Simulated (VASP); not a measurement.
# GW on SiC (Moissanite 3C), part 7 of 8

How does the gap of SiC (Moissanite 3C) change from the starting functional to GW? The cell is of the zinc-blende type, one of the forms listed for this formula. The start is a cell from a database of measured crystal structures.

VASP 6.6.1, plane waves and PAW; the level of theory is named at each step.

So far, quasiparticle gap on the mesh (eV): step 3 (evGW0, evGW0 on LDA) 2.36; step 4 (evGW, evGW on LDA) 2.57; step 5 (QPGW0, QPGW0 on LDA) 2.44. Also gap on the k-mesh (eV): step 2 (empty bands, functional LDA) 1.30.

**6. Orbitals for another starting point**

This step: LDA; plane waves and PAW (Si_GW, C_GW) (VASP 6.6.1).

A hybrid converges faster from good orbitals, so a cheap LDA run writes WAVECAR first.

INCAR reads:

```
SYSTEM = SiC
PREC = Accurate
ENCUT = 440
EDIFF = 1E-05
NELM = 100
ISMEAR = 0
SIGMA = 0.01
LREAL = .FALSE.
ALGO = Normal
GGA = CA
NBANDS = 10
LORBIT = 11
LWAVE = .TRUE.
LCHARG = .FALSE.
KPAR = 4
```

POSCAR reads:

```
SiC
1.0
    0.0000000000      2.1790000000      2.1790000000
    2.1790000000      0.0000000000      2.1790000000
    2.1790000000      2.1790000000      0.0000000000
Si C
1 1
Direct
    0.0000000000      0.0000000000      0.0000000000
    0.7500000000      0.7500000000      0.7500000000
```

KPOINTS reads:

```
Automatic mesh
0
Gamma
6 6 6
0 0 0
```

Potentials, in the order of the species: Si_GW and C_GW (LDA family, release 64).

The run is started by

```console
$ mpirun -np 4 vasp_std
```

What it wrote:

```text
[banner, memory and clock lines left out]
running    4 mpi-ranks, on    1 nodes
 distrk:  each k-point on    1 cores,    4 groups
 distr:  one band on    1 cores,    1 groups

 POSCAR found type information on POSCAR SiC
 POSCAR found :  2 types and       2 ions
 LDA part: xc-table for (Slater(with rela. corr.)+CA(PZ))
 , standard interpolation
 POSCAR, INCAR and KPOINTS ok, starting setup
 FFT: planning ... GRIDC
 FFT: planning ... GRID_SOFT
 FFT: planning ... GRID
 WAVECAR not read
 entering main loop
       N       E                     dE             d eps       ncg     rms          rms(c)
DAV:   1     0.335420378362E+01    0.33542E+01   -0.44162E+03   346   0.747E+02
DAV:   2    -0.181231530993E+02   -0.21477E+02   -0.20537E+02   468   0.133E+02
DAV:   3    -0.186885061385E+02   -0.56535E+00   -0.56364E+00   420   0.179E+01
DAV:   4    -0.186946272141E+02   -0.61211E-02   -0.61189E-02   442   0.223E+00
DAV:   5    -0.186947212484E+02   -0.94034E-04   -0.94016E-04   408   0.262E-01    0.718E+00
DAV:   6    -0.167322839780E+02    0.19624E+01   -0.75855E+00   440   0.169E+01    0.209E+00
DAV:   7    -0.166507139303E+02    0.81570E-01   -0.29153E-01   418   0.342E+00    0.113E+00
DAV:   8    -0.166276263905E+02    0.23088E-01   -0.32692E-02   454   0.156E+00    0.958E-02
DAV:   9    -0.166274278030E+02    0.19859E-03   -0.14634E-03   422   0.269E-01    0.409E-02
DAV:  10    -0.166274343465E+02   -0.65436E-05   -0.13376E-04   464   0.783E-02    0.822E-03
DAV:  11    -0.166274336346E+02    0.71190E-06   -0.49761E-06   224   0.187E-02
   1 F= -.16627434E+02 E0= -.16627434E+02  d E =-.336932E-66
 writing wavefunctions
```

Run time: 3 s. Hardware: 4 MPI ranks of AMD EPYC 7R43, shared host; peak memory 0.37 GiB.

OUTCAR, selected parts (step 6):

```text
   k-points           NKPTS =     16   k-points in BZ     NKDIM =     16   number of bands    NBANDS=     10

   NELECT =       8.0000    total number of electrons

 E-fermi :   7.8695

 k-point     1 :       0.0000    0.0000    0.0000
  band No.  band energies     occupation
      1      -7.5791      2.00000
      2       7.7497      2.00000
      3       7.7497      2.00000
      4       7.7497      2.00000
      5      14.0318      0.00000
      6      14.9298      0.00000
      7      14.9298      0.00000
      8      14.9298      0.00000
      9      22.1924      0.00000
    ...

  Total       -0.6782008     -0.6782008     -0.6782008      0.0000000      0.0000000      0.0000000
  in kB      -52.5130463    -52.5130463    -52.5130463      0.0000000      0.0000000      0.0000000
  external PRESSURE =     -52.5130463 kB  Pullay stress =       0.0000000 kB

  FREE ENERGIE OF THE ION-ELECTRON SYSTEM (eV)
  ---------------------------------------------------
  free  energy   TOTEN  =       -16.6274336346 eV

  energy  without entropy=      -16.6274336346  energy(sigma->0) =      -16.62743363

[... 8 parts as in an earlier step ...]

[... 9 further parts left out ...]
```

Numbers from this step:

| Quantity | Value |
| --- | --- |
| free energy (TOTEN) | -16.63 eV |
| Fermi energy | 7.870 eV |
| pressure | -5.251 GPa |

The run ends at a pressure of -5.25 GPa.

**7. Another starting point**

This step: HSE06; plane waves and PAW (Si_GW, C_GW) (VASP 6.6.1).

To see how much the result owes to its start, the ground state is made again with HSE06. EDIFF is tight for accurate orbitals, and a narrow smearing avoids fractional occupations.

INCAR reads:

```
SYSTEM = SiC
PREC = Accurate
ENCUT = 440
EDIFF = 1E-08
NELM = 100
ISMEAR = 0
SIGMA = 0.01
LREAL = .FALSE.
ALGO = Normal
LHFCALC = .TRUE.
AEXX = 0.25
GGA = PE
HFSCREEN = 0.2
LASPH = .TRUE.
NBANDS = 10
PRECFOCK = Fast
LORBIT = 11
LWAVE = .TRUE.
LCHARG = .FALSE.
KPAR = 4
```

POSCAR is that of step 6.

KPOINTS is that of step 6.

The WAVECAR or CHGCAR of an earlier step is read.

The run is started by

```console
$ mpirun -np 4 vasp_std
```

What it wrote:

```text
[banner, memory and clock lines left out]
running    4 mpi-ranks, on    1 nodes
 distrk:  each k-point on    1 cores,    4 groups
 distr:  one band on    1 cores,    1 groups

 POSCAR found type information on POSCAR SiC
 POSCAR found :  2 types and       2 ions
|                                                                             |
|               ----> ADVICE to this user running VASP <----                  |
|                                                                             |
|     You enforced a specific xc type in the INCAR file but a different       |
|     [... a line on the potential file left out ...]
|     I HOPE YOU KNOW WHAT YOU ARE DOING!                                     |
|                                                                             |

 LDA part: xc-table for (Slater+PW92), standard interpolation
 found WAVECAR, reading the header
 POSCAR, INCAR and KPOINTS ok, starting setup
 FFT: planning ... GRIDC
 FFT: planning ... GRID_SOFT
 FFT: planning ... GRID
 reading WAVECAR
 the WAVECAR file was read successfully
 initial charge from wavefunction
 entering main loop
       N       E                     dE             d eps       ncg     rms          rms(c)
DAV:   1    -0.174456660916E+02   -0.17446E+02   -0.67601E-01   352   0.930E+00    0.433E-01
DAV:   2    -0.174473030583E+02   -0.16370E-02   -0.94526E-03   418   0.886E-01    0.288E-01
DAV:   3    -0.174457680201E+02    0.15350E-02   -0.17804E-03   396   0.246E-01    0.173E-01
DAV:   4    -0.174453942218E+02    0.37380E-03   -0.40952E-04   478   0.147E-01    0.105E-01
DAV:   5    -0.174452635868E+02    0.13063E-03   -0.51899E-05   424   0.853E-02    0.617E-02
DAV:   6    -0.174452190654E+02    0.44521E-04   -0.17979E-05   454   0.533E-02    0.355E-02
DAV:   7    -0.174452048246E+02    0.14241E-04   -0.53977E-06   460   0.291E-02    0.205E-02
DAV:   8    -0.174452002889E+02    0.45357E-05   -0.15654E-06   452   0.153E-02    0.120E-02
DAV:   9    -0.174451989013E+02    0.13877E-05   -0.55218E-07   448   0.850E-03    0.706E-03
DAV:  10    -0.174451985633E+02    0.33791E-06   -0.18405E-07   438   0.490E-03    0.417E-03
DAV:  11    -0.174451984368E+02    0.12658E-06   -0.61853E-08   414   0.296E-03    0.246E-03
DAV:  12    -0.174451984577E+02   -0.20960E-07   -0.20983E-08   312   0.176E-03    0.145E-03
DAV:  13    -0.174451984913E+02   -0.33567E-07   -0.67753E-09   178   0.104E-03    0.863E-04
DAV:  14    -0.174451985076E+02   -0.16296E-07   -0.35707E-09   184   0.613E-04    0.509E-04
DAV:  15    -0.174451985524E+02   -0.44764E-07   -0.14412E-09   170   0.409E-04    0.304E-04
DAV:  16    -0.174451985853E+02   -0.32996E-07   -0.54503E-10   172   0.273E-04    0.182E-04
DAV:  17    -0.174451986048E+02   -0.19487E-07   -0.35683E-10   172   0.182E-04    0.109E-04
DAV:  18    -0.174451986184E+02   -0.13613E-07   -0.95907E-11   172   0.124E-04    0.657E-05
DAV:  19    -0.174451986252E+02   -0.67944E-08   -0.53971E-11   162   0.698E-05
   1 F= -.17445199E+02 E0= -.17445199E+02  d E =-.322123E-41
 writing wavefunctions
```

The job ended after 3.1 min (4 MPI ranks; peak memory 0.77 GiB).

From OUTCAR (step 7):

```text
   k-points           NKPTS =     16   k-points in BZ     NKDIM =    216   number of bands    NBANDS=     10

   NELECT =       8.0000    total number of electrons

  exchange ACFDT corr.  =         0.00000000  see jH, gK, PRB 81, 115126

 E-fermi :   7.4299

 k-point     1 :       0.0000    0.0000    0.0000
  band No.  band energies     occupation
      1      -9.6532      2.00000
      2       7.3371      2.00000
      3       7.3371      2.00000
      4       7.3371      2.00000
      5      14.8555      0.00000
      6      15.9156      0.00000
      7      15.9156      0.00000
      8      15.9156      0.00000
      9      23.4009      0.00000
    ...

 POSITION                                       TOTAL-FORCE (eV/Angst)
 -----------------------------------------------------------------------------------
      0.00000      0.00000      0.00000        -0.000000     -0.000000     -0.000000
      3.26850      3.26850      3.26850         0.000000      0.000000      0.000000
 -----------------------------------------------------------------------------------
    total drift:                               -0.000001      0.000000     -0.000000

  FREE ENERGIE OF THE ION-ELECTRON SYSTEM (eV)
  ---------------------------------------------------
  free  energy   TOTEN  =       -17.4451986252 eV

  energy  without entropy=      -17.4451986252  energy(sigma->0) =      -17.44519863

[... 7 parts as in an earlier step ...]

[... 9 further parts left out ...]
```

The PAW data sets were made with LDA, a small mismatch for this functional.

This step gave:

```
free energy (TOTEN)            : -17.45 eV
Fermi energy                   : 7.430 eV
gap on the k-mesh              : 2.246 eV
least direct gap on the k-mesh : 5.751 eV
```

**8. Empty bands, functional HSE06**

The next step needs empty bands that the ground-state run didn't converge, so the Hamiltonian is diagonalised exactly for NBANDS bands, in a single step. LOPTICS writes the k-derivatives of the orbitals (WAVEDER), which give the long-wavelength limit of the screening.

INCAR reads:

```
SYSTEM = SiC
PREC = Accurate
ENCUT = 440
ISMEAR = 0
SIGMA = 0.01
LREAL = .FALSE.
LHFCALC = .TRUE.
AEXX = 0.25
GGA = PE
HFSCREEN = 0.2
LASPH = .TRUE.
NBANDS = 116
PRECFOCK = Fast
ALGO = Exact
NELM = 1
LWAVE = .TRUE.
LCHARG = .FALSE.
LOPTICS = .TRUE.
NEDOS = 1000
CSHIFT = 0.1
```

POSCAR is that of step 7.

KPOINTS is that of step 7.

The run starts from files that an earlier step left in the folder.

The run is started by

```console
$ mpirun -np 4 vasp_std
```

What it wrote:

```text
[banner, memory and clock lines left out]
running    4 mpi-ranks, on    1 nodes
[...]
[... a notice as in an earlier step ...]

 LDA part: xc-table for (Slater+PW92), standard interpolation
 found WAVECAR, reading the header
  number of bands has changed, file:    10 present:   116
  trying to continue reading WAVECAR, but it might fail
 POSCAR, INCAR and KPOINTS ok, starting setup
[...]
reading WAVECAR
 random initialization beyond band           10
 the WAVECAR file was read successfully
 initial charge from wavefunction
 entering main loop
       N       E                     dE             d eps       ncg     rms          rms(c)
DIA:   1    -0.174451986332E+02   -0.17445E+02    0.00000E+00     0   0.000E+00
   1 F= -.17445199E+02 E0= -.17445199E+02  d E =-.261033E-67
 writing wavefunctions
 optical routines
 imaginary and real dielectric function
 recalculating local potential from charge density
 direction            1
 direction            2
 direction            3
```

Run time: 7.9 min. Hardware: 4 MPI ranks; peak memory 0.87 GiB.

From OUTCAR (step 8):

```text
  FREE ENERGIE OF THE ION-ELECTRON SYSTEM (eV)
  ---------------------------------------------------
  free  energy   TOTEN  =       -17.4451986332 eV

  energy  without entropy=      -17.4451986332  energy(sigma->0) =      -17.44519863

[... 3 parts as in an earlier step ...]

[... 1 further part left out ...]
[key lines of the parts left out:]
E-fermi :   7.4580
```

[end of part 7 of 8]

[Lines on the potential files, build, host, timing and source positions are cut from VASP's logs without a mark.]

[Logs are printed without paths, hosts, clocks, repeated set-up lines and the standing remarks that a program may print on its own settings, such as how far it seeks lower states.]

[Hosts, paths, dates, database ids (printed as entryN), source tags and the programs' standing remarks are cut or masked in the printed files.]

[Pressures printed for these runs are not shown converged in the cutoff: they can be off by several GPa and have the wrong sign.]
